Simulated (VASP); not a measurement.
Consider the following.

```
Os
1.0
    1.36549    -2.36510     0.00000
    1.36549     2.36510     0.00000
    0.00000     0.00000     4.30623
Os
2
Direct
  0.33333   0.66667   0.25000
  0.66667   0.33333   0.75000
```

Method: PBEsol GGA, VASP's PBE PAW potentials (set 64) (plane waves; VASP 6.6.1). Numerical set-up: 480 eV cut-off, 14×14×8 Γ-centred mesh, first-order Methfessel-Paxton smearing of 0.10 eV, potentials Os.

Each row applies one change to this cell, which was relaxed at other settings and keeps the small stress of the first row; at a fixed cut-off the stress holds a Pulay part, so it need not integrate to ΔE exactly. Stress is in GPa, positive when the cell is compressed.

```csv
change,ΔE (meV/atom),σxx,σyy,σzz,"largest shear component, with its sign (GPa)",largest force (eV/Å)
none,0.0,0.04,0.04,0.04,0.00,0.000
uniaxial strain of +1.5 % along x,6.9,-10.67,-4.03,-3.56,0.00,0.071
atom 2 (Os) moved by 0.025 Å along z,2.6,0.11,0.11,0.38,0.00,0.425
isotropic strain of -1.5 %,41.8,21.97,21.97,23.59,0.00,0.000
uniaxial strain of +0.5 % along x with the ions relaxed,0.7,-3.61,-1.45,-1.20,0.00,0.006
atom 2 (Os) moved by -0.075 Å along x,11.6,0.29,0.24,0.65,1.73,0.651
```

Failed runs are left out, and for metals the shear rows, which the mesh's noise covers.

The compound is Os in the hcp structure.
